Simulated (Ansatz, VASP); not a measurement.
## LiAl2BrN6: VASP beside Ansatz

```xyz
10
Lattice="5.2190 0.0000 0.0000 -2.6095 4.5198 0.0000 0.0000 0.0000 7.3236" Properties=species:S:1:pos:R:3 pbc="T T T"
Li    0.0000    0.0000    0.0000
Al   -0.0003    3.0133    0.0000
Al    2.6097    1.5064    0.0000
N    -1.6600    2.8752    0.9770
N     0.9495    1.6445    0.9770
N     3.3200    0.0000    0.9770
N     1.8989    0.0000    6.3466
N     1.6600    2.8752    6.3466
N    -0.9495    1.6445    6.3466
Br    0.0000    0.0000    3.6618
```

The cell was built by a generator and needn't be a form met in nature.

Alike in both runs: task single point; functional PBE; k mesh 4 × 4 × 3; no spin polarisation.

|  | VASP | Ansatz |
| --- | --- | --- |
| version | VASP 6.6.1 | Ansatz 0.2.0 |
| potentials or method | VASP PAW PBE potentials, release 64 (Li_sv, Al, N, Br) | PAW plane waves |
| plane-wave cutoff (eV) | 520 | 420 |
| occupations | fermi-dirac, width 0.1 eV | fermi-dirac |
| valence electrons in the cell | 46 | 46 |

Ansatz gave:

| Item | Value |
| --- | --- |
| gap on the k mesh at the Fermi level (eV) | none |
| rms of the force components (eV/Å) | 0.594 |

Question: What did VASP give for the same quantities?

Answer: gap on the k mesh at the Fermi level (eV): none; rms of the force components (eV/Å): 0.595.

Atom by atom the forces differ by 0.002 eV/Å (rms over components). A gap of «none» marks a metal or a gap that the smearing closes. Ansatz warned: «structure_snapped_to_symmetry».

Caveats: forces of over 1 eV/Å show positions far from the minimum, so gaps and moduli don't describe the material at rest.
